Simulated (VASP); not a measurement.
Here is a VASP 6.6.1 calculation.

File INCAR:

```
SYSTEM = InAs
PREC     = Accurate       ! precision mode
ENCUT    = 600            ! plane-wave cutoff, eV
EDIFF    = 1E-7           ! SCF threshold, eV
ISMEAR   = 0              ! smearing method
SIGMA    = 0.03           ! smearing width, eV
LREAL    = .FALSE.        ! projectors in reciprocal space
LASPH    = .TRUE.         ! aspherical terms in the spheres
NELM     = 80             ! most SCF steps
ALGO     = Normal         ! electronic algorithm
ISIF     = 2              ! what is computed and relaxed
LWAVE    = .FALSE.        ! write WAVECAR
LCHARG   = .FALSE.        ! write CHGCAR
GGA      = PE             ! functional
IVDW     = 12             ! dispersion correction
IBRION   = 2              ! ionic algorithm
NSW      = 40             ! ionic steps
EDIFFG   = -0.01          ! ionic threshold
```

KPOINTS

```
regular mesh
0
G
  10 10 10
  0 0 0
```

POSCAR

```
InAs                                    
1.0
    0.0000000000      3.0770102773      3.0770102773
    3.0770102773      0.0000000000      3.0770102773
    3.0770102773      3.0770102773      0.0000000000
  In              As            
     1     1
Direct
     0.0000000000000000    0.0000000000000000    0.0000000000000000
     0.2500000000000000    0.2500000000000000    0.2500000000000000
```

Potentials or basis: VASP PAW PBE potentials, release 64 (In_d, As).

Launch:

```sh
$ cat potpaw_PBE.64/In_d/POTCAR potpaw_PBE.64/As/POTCAR > POTCAR
$ mpirun -np 1 vasp_std > vasp.out
```

Problem. Predict the dispersion energy per atom.

Solution. -0.305 eV.

Problem. Predict the band gap on the k mesh.

Solution. None (metal or under the smearing width).

Final structure:
```
In As
1.0
     0.00000    3.07701    3.07701
     3.07701    0.00000    3.07701
     3.07701    3.07701    0.00000
In As
1 1
Cartesian
  0.0000 0.0000 0.0000
  1.5385 1.5385 1.5385
```

Caveat: the relaxation stopped at its first step, so nothing moved.
